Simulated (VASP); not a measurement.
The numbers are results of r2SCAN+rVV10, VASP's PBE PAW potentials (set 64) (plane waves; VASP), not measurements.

The input files of a VASP run:

File POSCAR:
```
PbO
1
    3.9896589096     0.0000000000     0.0000000000
    0.0000000000     3.9896589096     0.0000000000
    0.0000000000     0.0000000000     5.0315262222
Pb O
2 2
Direct
  0.5000000000   1.0000000000   0.7639472614
  0.0000000000   0.5000000000   0.2360527386
  0.5000000000   0.5000000000   1.0000000000
  0.0000000000   0.0000000000   1.0000000000
```

**KPOINTS**
```
Automatic mesh
0
Gamma
6 6 5
0 0 0
```

File KPOINTS_OPT:
```
k-points along high-symmetry lines
6
Line-mode
Reciprocal
  0.000000   0.000000   0.000000 ! GAMMA
  0.000000   0.500000   0.000000 ! X

  0.000000   0.500000   0.000000 ! X
  0.500000   0.500000   0.000000 ! M

  0.500000   0.500000   0.000000 ! M
  0.000000   0.000000   0.000000 ! GAMMA

  0.000000   0.000000   0.000000 ! GAMMA
  0.000000   0.000000   0.500000 ! Z

  0.000000   0.000000   0.500000 ! Z
  0.000000   0.500000   0.500000 ! R

  0.000000   0.500000   0.500000 ! R
  0.500000   0.500000   0.500000 ! A

  0.500000   0.500000   0.500000 ! A
  0.000000   0.000000   0.500000 ! Z

  0.000000   0.500000   0.000000 ! X
  0.000000   0.500000   0.500000 ! R

  0.500000   0.500000   0.000000 ! M
  0.500000   0.500000   0.500000 ! A
```

### INCAR
```
! general
SYSTEM   = PbO
PREC     = Accurate
ENCUT    = 520
LREAL    = F
LASPH    = T

! electronic loop
EDIFF    = 1E-7
NELM     = 100
ALGO     = Normal
LMAXMIX  = 4
LMIXTAU  = T

! smearing
ISMEAR   = -5

! functional
METAGGA  = R2SCAN
LUSE_VDW = T
BPARAM   = 11.95
CPARAM   = 0.0093

! ions
ISIF     = 2

! output
LWAVE    = F
LCHARG   = F
LORBIT   = 11
NEDOS    = 601

! other
LEFG     = T
```

POTCAR, in this order: Pb_d O (PBE.64 set). Program: vasp_std.

Task: What will the output report for the number of irreducible k-points (NKPTS), largest plane-wave count, number of space-group operations, FFT grid (NGX, NGY, NGZ)?

Result: 
```
Quantity                                      Result
--------------------------------------  ------------
number of irreducible k-points (NKPTS)            30
largest plane-wave count                        2194
number of space-group operations                  16
FFT grid (NGX, NGY, NGZ)                30 × 30 × 40
```

The compound is PbO in the litharge structure. It was relaxed first.
